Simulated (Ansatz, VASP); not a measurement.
**Cross-check of Al4Ge11O28 between VASP and Ansatz**

Wanted: the spread between two codes on one cell, functional and k mesh. The structure shown is frame 58 of Ansatz's trajectory.

Method: plane waves, with VASP 6.6.1 beside it; single point at PBE, in Ansatz 0.2.0.

## (1) Starting point

The cell holds 86 atoms: 22 Ge, 8 Al and 56 O. Its edges and angles: a = 10.734 Å, b = 10.734 Å, c = 10.734 Å, α = 90.0°, β = 90.0°, γ = 90.0°. As first built, before any earlier steps moved the atoms (in the runner's words): 86 atoms (22 Ge, 8 Al, 56 O) placed at random at 3.55 g/cm^3, melted at 4000 K for 10 ps at fixed volume with the Morse and Coulomb pair potential with partial charges (Pedone, Malavasi, Menziani, Cormack and Segre, J. Phys. Chem. B 110, 11780 (2006)). Quenched from 4000 K to 300 K at 25 K/ps and fixed volume, held 10 ps at zero pressure, then minimised at fixed cell.

## (2) Ansatz: dynamics, PBE

Ansatz runs on its default PAW (the set named soft_2) files.

One frame of this run of dynamics is then solved in both programs, so the motion causes no difference.

File input.yaml:

```yaml
crystal:
  lattice:
    - [10.73416, 0.0, 0.0]
    - [0.0, 10.73416, 0.0]
    - [0.0, 0.0, 10.73416]
  atoms:
    - { symbol: Ge, position: [0.30142, 0.49871, 0.16674] }
    - { symbol: Ge, position: [0.93805, 0.84883, 0.16476] }
    - { symbol: Ge, position: [0.03375, 0.89208, 0.71133] }
    - { symbol: Ge, position: [0.6487, 0.85844, 0.29043] }
    - { symbol: Ge, position: [0.44947, 0.92972, 0.94343] }
    - { symbol: Ge, position: [0.77084, 0.47549, 0.26429] }
    - { symbol: Ge, position: [0.1967, 0.10156, 0.85503] }
    - { symbol: Ge, position: [0.12139, 0.26582, 0.11289] }
    - { symbol: Ge, position: [0.58372, 0.94281, 0.66974] }
    - { symbol: Ge, position: [0.50157, 0.42382, 0.38678] }
    - { symbol: Ge, position: [0.98766, 0.65948, 0.40771] }
    - { symbol: Ge, position: [0.31351, 0.80347, 0.58355] }
    - { symbol: Ge, position: [0.7821, 0.55053, 0.9566] }
    - { symbol: Ge, position: [0.84373, 0.31749, 0.78322] }
    - { symbol: Ge, position: [0.24216, 0.05015, 0.30461] }
    - { symbol: Ge, position: [0.34963, 0.78556, 0.26583] }
    - { symbol: Ge, position: [0.52615, 0.14255, 0.34981] }
    - { symbol: Ge, position: [0.10955, 0.29892, 0.64174] }
    - { symbol: Ge, position: [0.98632, 0.06722, 0.47223] }
    - { symbol: Ge, position: [0.36691, 0.62181, 0.91351] }
    - { symbol: Ge, position: [0.84462, 0.18191, 0.22305] }
    - { symbol: Ge, position: [0.04804, 0.66984, 0.9207] }
    - { symbol: Al, position: [0.55998, 0.39047, 0.84841] }
    - { symbol: Al, position: [0.61178, 0.24762, 0.60526] }
    - { symbol: Al, position: [0.73602, 0.71627, 0.56286] }
    - { symbol: Al, position: [0.86556, 0.06957, 0.98199] }
    - { symbol: Al, position: [0.72652, 0.8331, 0.84516] }
    - { symbol: Al, position: [0.5839, 0.16756, 0.06756] }
    - { symbol: Al, position: [0.259, 0.54431, 0.53291] }
    - { symbol: Al, position: [0.49748, 0.53367, 0.65232] }
    - { symbol: O, position: [0.32555, 0.01153, 0.88344] }
    - { symbol: O, position: [0.41163, 0.77311, 0.9472] }
    - { symbol: O, position: [0.47272, 0.5419, 0.81805] }
    - { symbol: O, position: [0.679, 0.78857, 0.42987] }
    - { symbol: O, position: [0.7477, 0.13505, 0.10092] }
    - { symbol: O, position: [0.1991, 0.19491, 0.72602] }
    - { symbol: O, position: [0.95422, 0.97072, 0.59583] }
    - { symbol: O, position: [0.57125, 0.92641, 0.8337] }
    - { symbol: O, position: [0.88461, 0.0937, 0.35134] }
    - { symbol: O, position: [0.13336, 0.6121, 0.4554] }
    - { symbol: O, position: [0.03381, 0.20848, 0.53316] }
    - { symbol: O, position: [0.6338, 0.60463, 0.61833] }
    - { symbol: O, position: [0.71031, 0.84034, 0.67733] }
    - { symbol: O, position: [0.37929, 0.08885, 0.37844] }
    - { symbol: O, position: [0.59013, 0.0894, 0.61711] }
    - { symbol: O, position: [0.81399, 0.94317, 0.90494] }
    - { symbol: O, position: [0.2044, 0.63253, 0.90729] }
    - { symbol: O, position: [0.9683, 0.25092, 0.14687] }
    - { symbol: O, position: [0.8977, 0.55192, 0.32399] }
    - { symbol: O, position: [0.95379, 0.99968, 0.11007] }
    - { symbol: O, position: [0.17802, 0.8618, 0.64025] }
    - { symbol: O, position: [0.73442, 0.42745, 0.85784] }
    - { symbol: O, position: [0.78092, 0.31648, 0.28334] }
    - { symbol: O, position: [0.75918, 0.27555, 0.6556] }
    - { symbol: O, position: [0.55481, 0.26905, 0.94586] }
    - { symbol: O, position: [0.38189, 0.42908, 0.2836] }
    - { symbol: O, position: [0.20394, 0.41061, 0.58774] }
    - { symbol: O, position: [0.62992, 0.50097, 0.33685] }
    - { symbol: O, position: [0.07611, 0.00052, 0.82368] }
    - { symbol: O, position: [0.50771, 0.79796, 0.2394] }
    - { symbol: O, position: [0.42696, 0.50158, 0.50534] }
    - { symbol: O, position: [0.19787, 0.17611, 0.22095] }
    - { symbol: O, position: [0.99192, 0.78651, 0.30539] }
    - { symbol: O, position: [0.51375, 0.02126, 0.05396] }
    - { symbol: O, position: [0.53284, 0.36032, 0.69091] }
    - { symbol: O, position: [0.1732, 0.415, 0.12993] }
    - { symbol: O, position: [0.2869, 0.65174, 0.21084] }
    - { symbol: O, position: [0.93969, 0.55193, 0.93207] }
    - { symbol: O, position: [0.16243, 0.19915, 0.97492] }
    - { symbol: O, position: [0.54967, 0.27596, 0.44706] }
    - { symbol: O, position: [0.72374, 0.68952, 0.90838] }
    - { symbol: O, position: [0.44717, 0.87573, 0.6281] }
    - { symbol: O, position: [0.00624, 0.75549, 0.05215] }
    - { symbol: O, position: [0.61712, 0.01354, 0.3312] }
    - { symbol: O, position: [0.32392, 0.65339, 0.64358] }
    - { symbol: O, position: [0.75421, 0.51174, 0.10785] }
    - { symbol: O, position: [0.98959, 0.35661, 0.73211] }
    - { symbol: O, position: [0.77634, 0.83938, 0.19373] }
    - { symbol: O, position: [0.331, 0.78882, 0.42543] }
    - { symbol: O, position: [0.00244, 0.75982, 0.79467] }
    - { symbol: O, position: [0.86523, 0.19838, 0.88535] }
    - { symbol: O, position: [0.89156, 0.68732, 0.53291] }
    - { symbol: O, position: [0.27858, 0.92055, 0.21745] }
    - { symbol: O, position: [0.53288, 0.21979, 0.21142] }
    - { symbol: O, position: [0.38926, 0.51879, 0.03567] }
    - { symbol: O, position: [0.1228, 0.01781, 0.40303] }
kpoints:
  mp_grid: { grid: [1, 1, 1] }
hamiltonian:
  xc: pbe
scf:
  occupations: { method: fixed }
output:
  forces: true
md:
  timestep: 1.0
  n_steps: 173
  ensemble: nvt_nose_hoover
  temperature: 400
  initial_velocities: maxwell_boltzmann
  seed: 5593
```

Run with:

```console
ansatz run input.yaml --threads 4 --pin off --max-ram 8192MiB --backend cpu --events-out ev --progress --plain --runs-dir out
```

Numbers of over 12 decimals in the logs are rounded to 6 here.

The program printed:

```text
Warning: md: disabling space-group detection — thermal motion breaks the input geometry's symmetry, so no spatial operation reduces the k-mesh or symmetrises the density; time reversal is kept, so that k and −k are solved as one point where they differ and the mesh holds both, and exact exchange and, on two spinor components, a DFT+U term hold to it where the run has them: on two components no moment then forms, and  [...]
Engine: ansatz 0.2.0, x86_64-unknown-linux-gnu
Pseudopotentials: kind: paw
Pseudopotential: Ge, paw, valence charge 14, recommended cutoff 420 eV (normal), Ge.paw.azcp
Pseudopotential: Al, paw, valence charge 3, recommended cutoff 420 eV (normal), Al.paw.azcp
Pseudopotential: O, paw, valence charge 6, recommended cutoff 420 eV (normal), O.paw.azcp
Functional definition: PBE
  parameter kappa = 0.804
  parameter beta = 0.066725
  exchange = pbe_x(kappa = kappa, mu = beta*pi^2/3)
  correlation = pbe_c(beta = beta)
Crystal: 86 atoms, lattice volume = 1236.813 Å³
Basis set: ecut = 420 eV, 24111 PW (Γ), exchange–correlation on 144×144×144 points (8 copies of the dense FFT grid, shifted against one another)
Bands: 420, of which v1, the nominal top of the filled ones, is band 334 counted from 1 (333 counted from 0)
Symmetry: 1 space group operations
k-points: 1
Non-local potential: Ge, projectors of the file, l = 0: 2, l = 1: 2, l = 2: 3, l = 3: 1
Non-local potential: Al, projectors of the file, l = 0: 2, l = 1: 2, l = 2: 1
Non-local potential: O, projectors of the file, l = 0: 2, l = 1: 2, l = 2: 1
PAW form: soft (Blöchl's): semilocal exchange-correlation on the pseudo side does not see the compensation charge
PAW one-centre angular grid: Ge, 590 points (default); XC on 64 Gauss nodes
PAW one-centre angular grid: Al, 110 points (default); XC on 64 Gauss nodes
PAW one-centre angular grid: O, 110 points (default); XC on 64 Gauss nodes
Initial density: superposition of atomic densities (neutral atoms: chi_scale 0, normalization atom), corrected by the library's trained network
Initial wavefunctions: pseudopotential atomic-orbital guess
Functional: x = pbe(κ = 0.804, μ = 0.219515), c = pbe(β = 0.066725)
SCF iter   1: F=—  HF=-130575.294968 eV  |F-HF|=—  |Δ(HF+E_count)|=         —  Δρ=2.54e-3  dr2=8.22e-2  ethr=1.77e-3  ⟨swp⟩=5.0  Hψ=1286  notcnv=0  defer=83
preconditioner: auto → Resta (q_TF=auto, 2.462 Å⁻¹)  ε∞=2.8  [insulator: Δε(μ)=2.060 eV  Ē_g=20.515 eV  n_scr=304 (ndim 8)  ℏωp=27.3 eV  f_vac=0.211  ε∞_Penn≈2.8]
SCF iter   2: F=—  HF=-130575.299987 eV  |F-HF|=—  |Δ(HF+E_count)|=   5.02e-3  Δρ=1.34e-3  dr2=1.72e-2  ethr=1.23e-5  ⟨swp⟩=3.0  Hψ=592  notcnv=0  defer=84
SCF iter   3: F=—  HF=-130575.303570 eV  |F-HF|=—  |Δ(HF+E_count)|=   3.58e-3  Δρ=5.59e-4  dr2=4.47e-3  ethr=2.57e-6  ⟨swp⟩=3.0  Hψ=563  notcnv=0  defer=84
SCF iter   4: F=—  HF=-130575.303778 eV  |F-HF|=—  |Δ(HF+E_count)|=   2.08e-4  Δρ=1.48e-4  dr2=2.92e-4  ethr=6.68e-7  ⟨swp⟩=2.0  Hψ=534  notcnv=0  defer=84
SCF iter   5: F=—  HF=-130575.303942 eV  |F-HF|=—  |Δ(HF+E_count)|=   1.65e-4  Δρ=1.04e-4  dr2=1.05e-4  ethr=4.37e-8  ⟨swp⟩=2.0  Hψ=658  notcnv=0  defer=83
SCF iter   6: F=—  HF=-130575.303920 eV  |F-HF|=—  |Δ(HF+E_count)|=   2.22e-5  Δρ=2.24e-5  dr2=5.89e-6  ethr=1.58e-8  ⟨swp⟩=2.0  Hψ=556  notcnv=0  defer=82
SCF iter   7: F=—  HF=-130575.305591 eV  |F-HF|=—  |Δ(HF+E_count)|=   1.67e-3  Δρ=1.23e-5  dr2=1.45e-6  ethr=8.81e-10  ⟨swp⟩=3.0  Hψ=753  notcnv=0  defer=82
SCF iter   8: F=—  HF=-130575.305591 eV  |F-HF|=—  |Δ(HF+E_count)|=   3.68e-7  Δρ=4.75e-6  dr2=2.21e-7  ethr=2.17e-10  ⟨swp⟩=2.0  Hψ=660  notcnv=0  defer=82
SCF iter   9: F=-130575.305591 eV  HF=-130575.305591 eV  |F-HF|=1.50e-9  |Δ(HF+E_count)|=   1.47e-7  Δρ=1.62e-6  dr2=2.91e-8  ethr=1.29e-11  ⟨swp⟩=4.0  Hψ=1243  notcnv=0
SCF 1 converged in 9 iterations: F = -130575.305591 eV  dr2 = 2.91e-8
  greatest PAW one-centre occupation: 0.999 electrons in one spin orbital (limit 2), on the Ge atom at site 16 (counted from 0), in its partial waves of l = 2
md step     0: t =     0.00 fs  T =   400.0 K  F+E_penalty+E_count = -130575.30559126 eV  E_kin = 4.394840 eV  conserved = -130570.91075130 eV  (9 SCF iters)
[...]
md step   161: t =   161.00 fs  T =   423.3 K  F+E_penalty+E_count = -130577.07123817 eV  E_kin = 4.650503 eV  conserved = -130570.90930301 eV  (4 SCF iters)
md step   162: t =   162.00 fs  T =   426.1 K  F+E_penalty+E_count = -130577.10844284 eV  E_kin = 4.681843 eV  conserved = -130570.90916873 eV  (4 SCF iters)
md step   163: t =   163.00 fs  T =   430.1 K  F+E_penalty+E_count = -130577.15804335 eV  E_kin = 4.725478 eV  conserved = -130570.90911487 eV  (3 SCF iters)
md step   164: t =   164.00 fs  T =   435.3 K  F+E_penalty+E_count = -130577.22087470 eV  E_kin = 4.782174 eV  conserved = -130570.90918308 eV  (3 SCF iters)
md step   165: t =   165.00 fs  T =   441.5 K  F+E_penalty+E_count = -130577.29587987 eV  E_kin = 4.850829 eV  conserved = -130570.90938850 eV  (4 SCF iters)
md step   166: t =   166.00 fs  T =   448.5 K  F+E_penalty+E_count = -130577.37989062 eV  E_kin = 4.928264 eV  conserved = -130570.90971126 eV  (3 SCF iters)
md step   167: t =   167.00 fs  T =   455.9 K  F+E_penalty+E_count = -130577.46789742 eV  E_kin = 5.009485 eV  conserved = -130570.91010798 eV  (3 SCF iters)
md step   168: t =   168.00 fs  T =   463.1 K  F+E_penalty+E_count = -130577.55372707 eV  E_kin = 5.088356 eV  conserved = -130570.91052036 eV  (3 SCF iters)
md step   169: t =   169.00 fs  T =   469.5 K  F+E_penalty+E_count = -130577.63094320 eV  E_kin = 5.158489 eV  conserved = -130570.91088567 eV  (4 SCF iters)
md step   170: t =   170.00 fs  T =   474.6 K  F+E_penalty+E_count = -130577.69375553 eV  E_kin = 5.214138 eV  conserved = -130570.91115680 eV  (8 SCF iters)
md step   171: t =   171.00 fs  T =   477.9 K  F+E_penalty+E_count = -130577.73775754 eV  E_kin = 5.250928 eV  conserved = -130570.91130752 eV  (4 SCF iters)
md step   172: t =   172.00 fs  T =   479.3 K  F+E_penalty+E_count = -130577.76039221 eV  E_kin = 5.266329 eV  conserved = -130570.91132853 eV  (4 SCF iters)
[...]
md step   173: t =   173.00 fs  T =   478.7 K  F+E_penalty+E_count = -130577.76111999 eV  E_kin = 5.259818 eV  conserved = -130570.91122644 eV  (8 SCF iters)
SCF converged after 8 iterations
Free energy (F): -130577.761120 eV
Harris-Foulkes:  -130577.761120 eV  (|F-HF|=1.75e-8)
Internal energy: -130577.761120 eV  (E = F + TS)
E sigma→0 (E₀):  -130577.761120 eV
Fermi energy:    3.897325 eV
--- Per-component energies (eV) ---
  E_band       = -5921.589184
  E_kinetic    = 12473.623023
  E_local      = -95305.669492  (includes V_loc(G=0)·N_el)
  E_nonlocal   = 12132.892950
  E_hartree    = 40407.726997
  E_xc         = -6071.798034
  E_vxc        = -6877.594986  (∫ρ·V_xc dr)
  E_paw        = -57186.300029  (= ΣΔE_a)
  E_vpaw       = -9160.443235  (= ΣTr[D̂ρ^β])
  E_aug_tail   = 0.144027  (compensation charges beyond the density's cutoff)
  E_ewald      = -37028.380563
  E_smearing   = -0.000000  (= −TS)
  E_closure    = 0.000000  (closes the sum)
  Σ components = -130577.761120   (vs F -130577.761120, Δ=0.00e0)
--- Forces (eV/Å), atoms counted from 1 ---
  atom   1  Ge    -0.32288381     0.20438321    -0.27393151
  atom   2  Ge    -0.31624314    -0.81354596    -0.64238635
  atom   3  Ge    -1.18660555     1.07759690    -0.71076808
  atom   4  Ge    -1.14626299    -0.03528896    -0.76391671
  atom   5  Ge     0.07332195    -1.34379775     0.70667483
  atom   6  Ge    -0.49498283    -0.58037089     1.49512761
  atom   7  Ge    -1.03833356    -0.65433757    -0.51727366
  atom   8  Ge     0.32028159     2.50167603    -0.70733452
  atom   9  Ge    -0.56866213     0.24448935     0.32182110
  atom  10  Ge    -1.93255435     0.21886336     0.43446635
  atom  11  Ge     0.03930267    -0.38757983     0.47933973
  atom  12  Ge    -0.94127820    -0.80086534     1.42095306
  atom  13  Ge     0.43279430     1.27498207    -0.78082377
  atom  14  Ge    -2.44567964     0.49107564    -1.47022414
  atom  15  Ge     1.56611209    -1.14007073     1.77089553
  atom  16  Ge    -1.45255293     1.05140464     1.28335946
  atom  17  Ge    -0.69113585     0.63020081    -1.11222121
  atom  18  Ge     0.86713080    -0.08544444    -1.22691827
  atom  19  Ge     1.57466190     0.08552474    -1.09999367
  atom  20  Ge     0.51103001     1.70690855     0.03285847
  atom  21  Ge    -0.48638825    -0.35952921     0.44056289
  atom  22  Ge    -1.02007761     0.04583938    -0.95462042
  atom  23  Al    -0.42900469    -0.49208962    -0.34717449
  atom  24  Al     0.83979032    -0.72717036     0.30337648
[...]
atom  79  O      0.08584396    -0.01761823    -0.83848114
  atom  80  O      1.56178079     0.22087124    -0.20259756
  atom  81  O     -0.36929160    -0.31732856     0.64120955
  atom  82  O      0.76470108     0.03989353     0.39479126
  atom  83  O      0.22777791    -0.73424715    -1.00509522
  atom  84  O     -0.63500079    -0.22286437     1.67318260
  atom  85  O     -0.05959718    -0.13371353     0.17175711
  atom  86  O     -0.83901819    -0.20365628     0.63060022
  max |Σ_I F_I| component: 1.27e-4 eV/Å
--- MD trajectory: 173 steps, t = 0.0 → 173.0 fs ---
  final state: T = 478.7 K   F+E_penalty+E_count = -130577.76111999 eV   E_kin = 5.259818 eV
  conserved energy: peak-to-peak 8.569e-3 eV (9.964e-5 eV/atom) over 173.0 fs
```

In the SCF lines HF is the Harris–Foulkes energy and dr2 the Hartree energy of the density residual, in eV; the loop may stop once dr2 is under the threshold and the program's other checks hold. Hψ counts applications of the Hamiltonian.

[end of part 1 of 2]

[Lines on the potential files, build, host, timing and source positions are cut from VASP's logs without a mark.]

[Logs are printed without paths, hosts, clocks, repeated set-up lines and the standing remarks that a program may print on its own settings, such as how far it seeks lower states.]

[Hosts, paths, dates, database ids (printed as entryN), source tags and the programs' standing remarks are cut or masked in the printed files.]
